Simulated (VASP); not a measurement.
A run of VASP 6.6.1 is set up as follows.

File POSCAR:

```
CaCO4
1.0
    0.0000000000      4.6526247115      0.0000000000
    4.6526247115      0.0000000000      0.0000000000
    2.3263123558      2.3263123558     -5.6613357051
Ca C O
2 2 8
Direct
    0.8750000000      0.6250000000      0.7500000000
    0.1250000000      0.3750000000      0.2500000000
    0.3750000000      0.1250000000      0.7500000000
    0.6250000000      0.8750000000      0.2500000000
    0.2089885245      0.2706619195      0.6174306662
    0.7706619195      0.1735808092      0.1174306662
    0.6735808092      0.1119074142      0.6174306662
    0.6119074142      0.7089885245      0.1174306662
    0.7910114755      0.7293380805      0.3825693338
    0.2293380805      0.8264191908      0.8825693338
    0.3264191908      0.8880925858      0.3825693338
    0.3880925858      0.2910114755      0.8825693338
```

Contents of INCAR.step1:

```
PREC = Accurate
ENCUT = 520
ISMEAR = 1
SIGMA = 0.1329
LREAL = False
LASPH = True
NELM = 80
NBANDS = 50
GGA = PE
ALGO = Normal
EDIFF = 1E-4
LWAVE = True
LCHARG = False
```

The input INCAR.step2:

```
PREC = Accurate
ENCUT = 520
EDIFF = 1E-7
ISMEAR = 1
SIGMA = 0.1329
LREAL = False
LASPH = True
NELM = 80
ALGO = Normal
ISIF = 2
LWAVE = False
LCHARG = False
METAGGA = R2SCAN
LMIXTAU = True
NBANDS = 50
ISTART = 1
```

KPOINTS

```
regular mesh
0
Gamma
  4 4 4
```

Potentials or basis: VASP PAW PBE potentials, release 64 (Ca_sv, C, O).

The run is started by

```bash
$ cat potpaw_PBE.64/Ca_sv/POTCAR potpaw_PBE.64/C/POTCAR potpaw_PBE.64/O/POTCAR > POTCAR
$ cp INCAR.step1 INCAR
$ mpirun -np 1 vasp_std > vasp.out
$ cp INCAR.step2 INCAR
$ mpirun -np 1 vasp_std > vasp.out
```

Estimate the band gap on the k mesh.

none (metal or under the smearing width).

Predict the pressure.

1.4 GPa.

Stress tensor (GPa, compression positive):
```
1.51 0.00 0.00
0.00 1.51 0.00
0.00 0.00 1.24
```

Caveat: the k mesh is coarse (spacing up to 0.37 Å⁻¹), so the values aren't converged; the PAW data sets were made with another functional, which shifts forces and pressure a little.
